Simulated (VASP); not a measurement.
Calculation: LDA (Ceperley-Alder, Perdew-Zunger), VASP's LDA PAW potentials (set 64) (plane waves; VASP).

The input files of a VASP run:

INCAR:
```
ALGO = Normal
EDIFF = 1E-6
EDIFFG = -0.02
ENCUT = 620
IBRION = 2
ISIF = 3
ISMEAR = 0
LASPH = T
LCHARG = F
LMAXMIX = 4
LREAL = F
LWAVE = F
NELM = 100
NSW = 40
PREC = Accurate
PSTRESS = 200
SIGMA = 0.05
SYSTEM = BaTiO3
```

File KPOINTS:
```
K-points
0
G
6 6 6
0 0 0
```

### POSCAR
```
BaTiO3
1
    3.8893934191     0.0000000000     0.0000000000
    0.0000000000     3.8893934191     0.0000000000
    0.0000000000     0.0000000000     3.8893934191
Ba Ti O
1 1 3
Direct
  0.0000000000   0.0000000000   0.0000000000
  0.5000000000   0.5000000000   0.5000000000
  0.5000000000   0.0000000000   0.5000000000
  0.0000000000   0.5000000000   0.5000000000
  0.5000000000   0.5000000000   0.0000000000
```

POTCAR, in this order: Ba_sv Ti_sv O (LDA.64 set). Program: vasp_std.

Question: What will the output report for the number of irreducible k-points (NKPTS), largest plane-wave count, number of space-group operations, FFT grid (NGX, NGY, NGZ)?

Answer: 
```
Property                                       Value
--------------------------------------  ------------
number of irreducible k-points (NKPTS)            20
largest plane-wave count                        2103
number of space-group operations                  48
FFT grid (NGX, NGY, NGZ)                32 × 32 × 32
```

The compound is BaTiO3 in the cubic perovskite structure, the ideal cubic form; the compound distorts at low or room temperature. This run relaxes it under an external pressure of 20 GPa. Symmetry was kept, so distortions that lower it aren't found.
